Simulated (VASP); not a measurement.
Input:

```xyz
2
Lattice="1.3785 -2.3875 0.0000 1.3785 2.3875 0.0000 0.0000 0.0000 4.4442" Properties=species:S:1:pos:R:3 pbc="T T T"
Re     1.3785     0.7959     1.1110
Re     1.3785    -0.7959     3.3331
```

These are r2SCAN meta-GGA, VASP's PBE PAW potentials (set 64) (plane waves; VASP 6.6.1) values and carry that method's errors. Run with 480 eV cut-off, 14×14×8 Γ-centred mesh, first-order Methfessel-Paxton smearing of 0.10 eV, potentials Re.

**Question.** Give the stress tensor in GPa (positive for a compressed cell).

**Answer.** 
```
1.21  0.00  0.00
0.00  1.21  0.00
0.00  0.00  3.75
```
The pressure is its mean diagonal, 2.05 GPa.

The compound is Re in the hcp structure. This cell was strained or had an atom moved on purpose.
